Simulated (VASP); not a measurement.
# Ta7Mo3: core-level shifts, part 3 of 4

Which atoms of Ta7Mo3 bind their core electrons more tightly, and does the hole change the order?

VASP 6.6.1, plane waves and PAW; the level of theory is named at each step.

So far. Step 2 (Relaxation): The forces on the free atoms are under 0.05 eV/Å.

**4. Core hole, atom Ta7, shell 4f**

This step: final-state core hole with the electron kept at the Fermi level, PBE; plane waves and PAW (Ta_pv, Mo_sv, Ta_pv) (VASP 6.6.1).

System of this step: Ta7Mo3. The cell holds 20 atoms: 14 Ta and 6 Mo. Its edges and angles: a = 6.620 Å, b = 5.733 Å, c = 23.362 Å, α = 90.0°, β = 90.0°, γ = 54.7°. It derives from Ta. Mo replaces host atoms (three quarters in the top layer, both faces). Vacuum lies along c.

A core electron of Ta7 (4f) is moved to the Fermi level; this atom comes first in POSCAR as a species of its own.

Contents of INCAR:

```
SYSTEM = Ta7Mo3
PREC = Normal
ENCUT = 330
EDIFF = 1E-05
NELM = 120
ISMEAR = 0
SIGMA = 0.1
LREAL = Auto
ALGO = Fast
GGA = PE
NBANDS = 147
LASPH = .TRUE.
LWAVE = .FALSE.
LCHARG = .FALSE.
KPAR = 2
NCORE = 4
ICORELEVEL = 2
CLNT = 1
CLN = 4
CLL = 3
CLZ = 1
ISIF = 0
```

Contents of POSCAR:

```
Ta7Mo3
1.0
    6.6200000000      0.0000000000      0.0000000000
    3.3100000000      4.6810468915      0.0000000000
    0.0000000000      0.0000000000     23.3620937829
Ta Mo Ta
1 6 13
Direct
    0.5000000000      0.5000000000      0.6951950746
    0.0000000000      0.0000000000      0.6912092599
    0.5000000000      0.0000000000      0.6912092599
    0.0000000000      0.5000000000      0.6907824721
    0.0000000000      0.0000000000      0.3087907401
    0.5000000000      0.0000000000      0.3087907401
    0.0000000000      0.5000000000      0.3092175279
    0.7534056543      0.5000000000      0.6003361628
    0.2465943457      0.5000000000      0.6003361628
    0.7477294635      0.0045410731      0.6015504414
    0.2522705365      0.9954589269      0.6015504414
    0.0000000000      0.0000000000      0.5000000000
    0.5000000000      0.0000000000      0.5000000000
    0.0000000000      0.5000000000      0.5000000000
    0.5000000000      0.5000000000      0.5000000000
    0.7534056543      0.5000000000      0.3996638372
    0.2465943457      0.5000000000      0.3996638372
    0.7477294635      0.0045410731      0.3984495586
    0.2522705365      0.9954589269      0.3984495586
    0.5000000000      0.5000000000      0.3048049254
```

Contents of KPOINTS:

```
Automatic mesh
0
Gamma
4 4 1
0 0 0
```

Potentials, in the order of the species: Ta_pv, Mo_sv and Ta_pv (PBE family, release 64).

On the command line:

```bash
> mpirun -np 8 vasp_std
```

The log of the run:

```text
[banner, memory and clock lines left out]
running    8 mpi-ranks, on    1 nodes
 distrk:  each k-point on    4 cores,    2 groups
 distr:  one band on    4 cores,    1 groups

 POSCAR found type information on POSCAR TaMoTa
 POSCAR found :  3 types and      20 ions
 LDA part: xc-table for (Slater+PW92), standard interpolation
 POSCAR, INCAR and KPOINTS ok, starting setup
 FFT: planning ... GRIDC
 FFT: planning ... GRID_SOFT
 FFT: planning ... GRID
 WAVECAR not read
 entering main loop
       N       E                     dE             d eps       ncg     rms          rms(c)
DAV:   1     0.178524596486E+04    0.17852E+04   -0.11851E+05  2730   0.109E+03
DAV:   2    -0.291920491007E+03   -0.20772E+04   -0.20172E+04  2311   0.381E+02
DAV:   3    -0.389329283285E+03   -0.97409E+02   -0.91826E+02  2764   0.714E+01
DAV:   4    -0.393293568319E+03   -0.39643E+01   -0.38838E+01  2644   0.118E+01
DAV:   5    -0.393461116881E+03   -0.16755E+00   -0.16646E+00  2836   0.200E+00    0.604E+01
RMM:   6    -0.451635696410E+03   -0.58175E+02   -0.28005E+02  2894   0.234E+01    0.383E+01
RMM:   7    -0.478437240635E+03   -0.26802E+02   -0.11712E+02  2668   0.171E+01    0.459E+01
RMM:   8    -0.452267762860E+03    0.26169E+02   -0.64889E+01  2707   0.123E+01    0.382E+01
RMM:   9    -0.380271530235E+03    0.71996E+02   -0.39201E+01  2763   0.950E+00    0.184E+01
RMM:  10    -0.375212211857E+03    0.50593E+01   -0.12043E+01  2761   0.610E+00    0.957E+00
RMM:  11    -0.373862845456E+03    0.13494E+01   -0.41204E+00  3021   0.283E+00    0.623E+00
RMM:  12    -0.373963324286E+03   -0.10048E+00   -0.98255E-01  3105   0.117E+00    0.631E+00
RMM:  13    -0.373911911651E+03    0.51413E-01   -0.68647E-01  3081   0.107E+00    0.624E+00
RMM:  14    -0.374006712300E+03   -0.94801E-01   -0.61176E-01  3115   0.108E+00    0.687E+00
RMM:  15    -0.374394780426E+03   -0.38807E+00   -0.96519E-01  3168   0.135E+00    0.818E+00
RMM:  16    -0.375620816054E+03   -0.12260E+01   -0.22509E+00  3245   0.224E+00    0.110E+01
RMM:  17    -0.375587686167E+03    0.33130E-01   -0.37901E-01  3136   0.955E-01    0.111E+01
RMM:  18    -0.375435769946E+03    0.15192E+00   -0.84517E-02  2943   0.469E-01    0.108E+01
RMM:  19    -0.374625137809E+03    0.81063E+00   -0.24650E-01  3201   0.861E-01    0.854E+00
RMM:  20    -0.374621757808E+03    0.33800E-02   -0.37533E-02  3077   0.315E-01    0.840E+00
RMM:  21    -0.374653914804E+03   -0.32157E-01   -0.10122E-02  2881   0.179E-01    0.833E+00
RMM:  22    -0.374186600731E+03    0.46731E+00   -0.17066E-01  3282   0.627E-01    0.646E+00
RMM:  23    -0.374017690535E+03    0.16891E+00   -0.10640E-01  3198   0.420E-01    0.543E+00
RMM:  24    -0.373945334791E+03    0.72356E-01   -0.31014E-02  3164   0.236E-01    0.492E+00
RMM:  25    -0.373807920616E+03    0.13741E+00   -0.59265E-02  3251   0.359E-01    0.384E+00
RMM:  26    -0.373660257541E+03    0.14766E+00   -0.14026E-01  3435   0.547E-01    0.229E+00
RMM:  27    -0.373611627976E+03    0.48630E-01   -0.86407E-02  3198   0.358E-01    0.134E+00
RMM:  28    -0.373603528652E+03    0.80993E-02   -0.13558E-02  3129   0.159E-01    0.111E+00
RMM:  29    -0.373594600961E+03    0.89277E-02   -0.85173E-03  3129   0.135E-01    0.781E-01
RMM:  30    -0.373587011521E+03    0.75894E-02   -0.14211E-02  3188   0.163E-01    0.327E-01
RMM:  31    -0.373586135696E+03    0.87583E-03   -0.54365E-03  3126   0.933E-02    0.151E-01
RMM:  32    -0.373585988228E+03    0.14747E-03   -0.11327E-03  2929   0.516E-02    0.544E-02
RMM:  33    -0.373586096157E+03   -0.10793E-03   -0.63152E-04  2703   0.301E-02    0.133E-02
RMM:  34    -0.373586179179E+03   -0.83023E-04   -0.80376E-05  2121   0.163E-02    0.169E-02
RMM:  35    -0.373586203990E+03   -0.24810E-04   -0.54914E-05  2012   0.105E-02    0.630E-03
RMM:  36    -0.373586229327E+03   -0.25337E-04   -0.24912E-05  1725   0.662E-03    0.131E-02
RMM:  37    -0.373586247062E+03   -0.17735E-04   -0.54205E-06  1389   0.440E-03    0.560E-03
RMM:  38    -0.373586253233E+03   -0.61712E-05   -0.25112E-06  1152   0.281E-03
   1 F= -.37358625E+03 E0= -.37354073E+03  d E =-.910486E-01
```

It took 76 s on 8 MPI ranks of Intel Xeon 6975P-C (Granite Rapids), shared host; peak memory 1.7 GiB.

Parts of OUTCAR (step 4):

```text
 Subroutine GETGRP returns: Found  4 space group operations
 (whereof  2 operations were pure point group operations)

The static configuration has the point symmetry C_2 .
 The point group associated with its full space group is C_2v.

 Found      7 irreducible k-points:

   NELECT =     239.0000    total number of electrons

 the core state eigenenergies are
   1-  1s -67363.8806  2s -11590.0115  2p -10157.1346  3s  -2671.1538  3p  -2245.1430
       3d  -1749.0888  4s   -554.1433  4p   -413.4877  4d   -233.7873  4f    -33.9262
       5s    -71.9393
   2-  1s -19814.5173  2s  -2794.5678  2p  -2497.5818  3s   -471.7364  3p   -374.4433
       3d   -216.2615
   3-  1s -19814.5173  2s  -2794.5678  2p  -2497.5818  3s   -471.7364  3p   -374.4433
       3d   -216.2615
   4-  1s -19814.5481  2s  -2794.5979  2p  -2497.6119  3s   -471.7666  3p   -374.4736
       3d   -216.2917
   5-  1s -19814.3508  2s  -2794.3958  2p  -2497.4100  3s   -471.5747  3p   -374.2817
       3d   -216.0986
   6-  1s -19814.3508  2s  -2794.3958  2p  -2497.4100  3s   -471.5747  3p   -374.2816
       3d   -216.0986
   7-  1s -19814.4768  2s  -2794.5309  2p  -2497.5446  3s   -471.6999  3p   -374.4068
       3d   -216.2252
   8-  1s -67335.9651  2s -11561.7136  2p -10128.8916  3s  -2643.2539  3p  -2217.2963
       3d  -1721.0279  4s   -533.3278  4p   -393.6468  4d   -215.0394  4f    -17.6829
       5s    -65.9066
   9-  1s -67335.9651  2s -11561.7136  2p -10128.8916  3s  -2643.2539  3p  -2217.2963
       3d  -1721.0279  4s   -533.3278  4p   -393.6468  4d   -215.0394  4f    -17.6829
       5s    -65.9066
  10-  1s -67335.9407  2s -11561.6881  2p -10128.8661  3s  -2643.2302  3p  -2217.2726
       3d  -1721.0038  4s   -533.3070  4p   -393.6262  4d   -215.0191  4f    -17.6642
       5s    -65.8941
  11-  1s -67335.9407  2s -11561.6881  2p -10128.8661  3s  -2643.2302  3p  -2217.2726
       3d  -1721.0038  4s   -533.3070  4p   -393.6262  4d   -215.0191  4f    -17.6642
       5s    -65.8941
  12-  1s -67335.9985  2s -11561.7441  2p -10128.9225  3s  -2643.2764  3p  -2217.3188
       3d  -1721.0515  4s   -533.3378  4p   -393.6555  4d   -215.0465  4f    -17.6829
       5s    -65.8801
  13-  1s -67335.9985  2s -11561.7441  2p -10128.9225  3s  -2643.2764  3p  -2217.3188
       3d  -1721.0515  4s   -533.3378  4p   -393.6555  4d   -215.0465  4f    -17.6829
       5s    -65.8801
  14-  1s -67335.8392  2s -11561.5826  2p -10128.7610  3s  -2643.1193  3p  -2217.1617
       3d  -1720.8936  4s   -533.1875  4p   -393.5058  4d   -214.8975  4f    -17.5378
       5s    -65.7500
  15-  1s -67335.9510  2s -11561.6949  2p -10128.8735  3s  -2643.2280  3p  -2217.2704
       3d  -1721.0029  4s   -533.2905  4p   -393.6082  4d   -214.9993  4f    -17.6365
       5s    -65.8367
[...]
3d  -1721.8554  4s   -534.0989  4p   -394.4123  4d   -215.7973  4f    -18.4131
       5s    -66.5332

 E-fermi :   1.2938

 k-point     1 :       0.0000    0.0000    0.0000
  band No.  band energies     occupation
    ...
    108       0.6860      2.00000
    109       0.9404      2.00000
    110       1.0435      1.99960
    111       1.0917      1.99574
    112       1.1105      1.99044
    113       1.4087      0.10395
    114       1.4235      0.06659
    115       1.4892      0.00572
    116       1.5461      0.00036
    117       1.5841      0.00004
    ...

 k-point     2 :       0.2500    0.0000    0.0000
  band No.  band energies     occupation
    ...
    113       0.9509      2.00000
    114       1.0537      1.99931
    115       1.2041      1.79518
    116       1.2816      1.13646
    117       1.3220      0.68984
    118       1.4048      0.11641
    119       1.4601      0.01867
    120       1.4712      0.01208
    121       1.6444      0.00000
    122       1.7306      0.00000
    ...

 POSITION                                       TOTAL-FORCE (eV/Angst)
 -----------------------------------------------------------------------------------
      4.96500      2.34052     16.24121         0.000000      0.000000     -1.394963
      0.00000      0.00000     16.14810         0.000000      0.000000      0.220231
      3.31000      0.00000     16.14810         0.000000      0.000000      0.220231
      1.65500      2.34052     16.13812         0.000000      0.000000     -0.012098
      0.00000      0.00000      7.21400         0.000000      0.000000     -0.076412
      3.31000      0.00000      7.21400         0.000000      0.000000     -0.076412
      1.65500      2.34052      7.22397         0.000000      0.000000     -0.034192
      6.64255      2.34052     14.02511        -0.372716      0.000000      0.489148
      3.28745      2.34052     14.02511         0.372716      0.000000      0.489148
      4.96500      0.02126     14.05348         0.000000     -0.127388      0.003079
      4.96500      4.65979     14.05348         0.000000      0.127388      0.003079
      0.00000      0.00000     11.68105         0.000000      0.000000      0.033506
      3.31000      0.00000     11.68105         0.000000      0.000000      0.033506
      1.65500      2.34052     11.68105         0.000000      0.000000     -0.154690
      4.96500      2.34052     11.68105         0.000000      0.000000      0.032838
      6.64255      2.34052      9.33698        -0.015207      0.000000      0.020580
      3.28745      2.34052      9.33698         0.015207      0.000000      0.020580
      4.96500      0.02126      9.30862         0.000000      0.020799      0.071512
      4.96500      4.65979      9.30862         0.000000     -0.020799      0.071512
      4.96500      2.34052      7.12088         0.000000      0.000000      0.039815
 -----------------------------------------------------------------------------------
    total drift:                                0.000000     -0.000000      0.000478

  FREE ENERGIE OF THE ION-ELECTRON SYSTEM (eV)
  ---------------------------------------------------
  free  energy   TOTEN  =      -373.5862532328 eV

  energy  without entropy=     -373.4952046165  energy(sigma->0) =     -373.54072892

[... 6 parts as in an earlier step ...]

[... 5 further parts left out ...]
```

This run has no spin polarisation.

This step gave:

* free energy (TOTEN): -373.5863 eV
* energy at zero smearing: -373.5407 eV
* Fermi energy: 1.294 eV

This is the reference for holes on Ta.

**5. Core hole, atom Ta8, shell 4f**

The same hole on the next atom.

INCAR is that of step 4.

POSCAR: that of step 4 with these lines changed.

```diff
@@ -8,3 +8,3 @@
 Direct
-    0.5000000000      0.5000000000      0.6951950746
+    0.7534056543      0.5000000000      0.6003361628
     0.0000000000      0.0000000000      0.6912092599
@@ -15,3 +15,3 @@
     0.0000000000      0.5000000000      0.3092175279
-    0.7534056543      0.5000000000      0.6003361628
+    0.5000000000      0.5000000000      0.6951950746
     0.2465943457      0.5000000000      0.6003361628
```

KPOINTS is that of step 4.

On the command line:

```bash
> mpirun -np 8 vasp_std
```

The log of the run:

```text
[... set-up lines as in an earlier step ...]
 entering main loop
       N       E                     dE             d eps       ncg     rms          rms(c)
DAV:   1     0.180252716772E+04    0.18025E+04   -0.11833E+05  2706   0.109E+03
DAV:   2    -0.294468476485E+03   -0.20970E+04   -0.20372E+04  2338   0.383E+02
DAV:   3    -0.392320212561E+03   -0.97852E+02   -0.92765E+02  2764   0.722E+01
DAV:   4    -0.396225857237E+03   -0.39056E+01   -0.38192E+01  2660   0.119E+01
[...]
RMM:  28    -0.374157301630E+03   -0.70409E-04   -0.44234E-06  1359   0.347E-03    0.130E-03
RMM:  29    -0.374157321576E+03   -0.19946E-04   -0.21541E-06   937   0.223E-03    0.506E-04
RMM:  30    -0.374157325516E+03   -0.39395E-05   -0.97671E-07   779   0.187E-03
   1 F= -.37415733E+03 E0= -.37410959E+03  d E =-.954652E-01
```

The job ended after 59 s (8 MPI ranks; peak memory 1.7 GiB).

From OUTCAR (step 5):

```text
 POSITION                                       TOTAL-FORCE (eV/Angst)
 -----------------------------------------------------------------------------------
      6.64255      2.34052     14.02511        -0.126820      0.000000      0.034105
      0.00000      0.00000     16.14810         0.031678     -0.016921      0.143513
      3.31000      0.00000     16.14810         0.031678      0.016921      0.143513
      1.65500      2.34052     16.13812        -0.278479      0.000000     -0.435832
      0.00000      0.00000      7.21400        -0.001340      0.010316     -0.034023
      3.31000      0.00000      7.21400        -0.001340     -0.010316     -0.034023
      1.65500      2.34052      7.22397         0.016854      0.000000     -0.031435
      4.96500      2.34052     16.24121         0.358172      0.000000     -0.498738
      3.28745      2.34052     14.02511        -0.007008      0.000000      0.013464
      4.96500      0.02126     14.05348         0.023174      0.009774     -0.064970
      4.96500      4.65979     14.05348         0.023174     -0.009774     -0.064970
      0.00000      0.00000     11.68105        -0.009857     -0.015368     -0.016138
      3.31000      0.00000     11.68105        -0.009857      0.015368     -0.016138
      1.65500      2.34052     11.68105        -0.235463      0.000000      0.409978
[...]
-----------------------------------------------------------------------------------
    total drift:                               -0.000027     -0.000011      0.002464

  FREE ENERGIE OF THE ION-ELECTRON SYSTEM (eV)
  ---------------------------------------------------
  free  energy   TOTEN  =      -374.1573255158 eV

  energy  without entropy=     -374.0618603069  energy(sigma->0) =     -374.10959291

[... 2 parts as in an earlier step ...]

[... 1 further part left out ...]
[key lines of the parts left out:]
E-fermi :   1.3149
```

Against the hole on Ta7 the energy differs by -0.57 eV.

**6. Core hole, atom Mo3, shell 3d**

This step: final-state core hole with the electron kept at the Fermi level, PBE; plane waves and PAW (Mo_sv, Mo_sv, Ta_pv) (VASP 6.6.1).

System of this step: Ta7Mo3. The cell holds 20 atoms: 6 Mo and 14 Ta. Cell: a = 6.620 Å, b = 5.733 Å, c = 23.362 Å, α = 90.0°, β = 90.0°, γ = 54.7°. It derives from Ta. Mo replaces host atoms (three quarters in the top layer, both faces). Vacuum lies along c.

A core electron of Mo3 (3d) is moved to the Fermi level; this atom comes first in POSCAR as a species of its own.

INCAR: that of step 5 with these lines changed.

```diff
@@ -18,4 +18,4 @@
 CLNT = 1
-CLN = 4
-CLL = 3
+CLN = 3
+CLL = 2
 CLZ = 1
```

POSCAR: that of step 5 with these lines changed.

```diff
@@ -5,9 +5,8 @@
     0.0000000000      0.0000000000     23.3620937829
-Ta Mo Ta
-1 6 13
+Mo Mo Ta
+1 5 14
 Direct
-    0.7534056543      0.5000000000      0.6003361628
+    0.0000000000      0.5000000000      0.6907824721
     0.0000000000      0.0000000000      0.6912092599
     0.5000000000      0.0000000000      0.6912092599
-    0.0000000000      0.5000000000      0.6907824721
     0.0000000000      0.0000000000      0.3087907401
@@ -16,2 +15,3 @@
     0.5000000000      0.5000000000      0.6951950746
+    0.7534056543      0.5000000000      0.6003361628
     0.2465943457      0.5000000000      0.6003361628
```

KPOINTS is that of step 5.

The projector-augmented-wave data sets are Mo_sv, Mo_sv and Ta_pv (PBE family, release 64).

On the command line:

```bash
> mpirun -np 8 vasp_std
```

The log of the run:

```text
[banner, memory and clock lines left out]
running    8 mpi-ranks, on    1 nodes
[...]
LDA part: xc-table for (Slater+PW92), standard interpolation
 POSCAR, INCAR and KPOINTS ok, starting setup
[...]
entering main loop
       N       E                     dE             d eps       ncg     rms          rms(c)
DAV:   1     0.168195273786E+04    0.16820E+04   -0.11906E+05  2746   0.109E+03
DAV:   2    -0.394936366111E+03   -0.20769E+04   -0.20168E+04  2319   0.381E+02
DAV:   3    -0.491046910698E+03   -0.96111E+02   -0.90367E+02  2748   0.708E+01
DAV:   4    -0.494882020565E+03   -0.38351E+01   -0.37481E+01  2580   0.117E+01
[...]
RMM:  31    -0.468717621004E+03   -0.70347E-04   -0.65820E-06  1373   0.413E-03    0.206E-03
RMM:  32    -0.468717631618E+03   -0.10615E-04   -0.17231E-06   939   0.223E-03    0.133E-03
RMM:  33    -0.468717636673E+03   -0.50543E-05   -0.89391E-07   772   0.187E-03
   1 F= -.46871764E+03 E0= -.46866602E+03  d E =-.103234E+00
```

Elapsed: 66 s, on 8 MPI ranks; peak memory 1.8 GiB; 6.9 min of CPU time.

[end of part 3 of 4]

[Lines on the potential files, build, host, timing and source positions are cut from VASP's logs without a mark.]

[Logs are printed without paths, hosts, clocks, repeated set-up lines and the standing remarks that a program may print on its own settings, such as how far it seeks lower states.]

[Hosts, paths, dates, database ids (printed as entryN), source tags and the programs' standing remarks are cut or masked in the printed files.]
